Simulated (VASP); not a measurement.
Data:

```yaml
crystal:
  lattice:
    - [0.00000, 3.21464, 3.21464]
    - [3.21464, 0.00000, 3.21464]
    - [3.21464, 3.21464, 0.00000]
  atoms:
    - { symbol: Mg, position: [0.25000, 0.25000, 0.25000] }
    - { symbol: Mg, position: [0.75000, 0.75000, 0.75000] }
    - { symbol: Ge, position: [0.00000, 0.00000, 0.00000] }
```

These are AM05 GGA, VASP's PBE PAW potentials (set 64) (plane waves; VASP) values and carry that method's errors. Run with 520 eV cut-off, 6×6×6 Γ-centred mesh, Gaussian smearing of 0.050 eV, potentials Mg Ge_d.

Task: Estimate the energy per atom (σ→0), pressure, band gap (on the k-mesh) with the smallest direct gap where there is one.

Result: 
```json
{
 "band gap (on the k-mesh)": "0.09 eV",
 "smallest direct gap (on the k-mesh)": "0.88 eV",
 "energy per atom (σ→0)": "-2.884 eV/atom",
 "pressure": "-1.53 GPa"
}
```

Total energies compare only between runs with the same potentials, cut-off and functional.

The compound is Mg2Ge in the antifluorite structure. This cell is one point of a volume scan, at 1.03 of the reference volume.
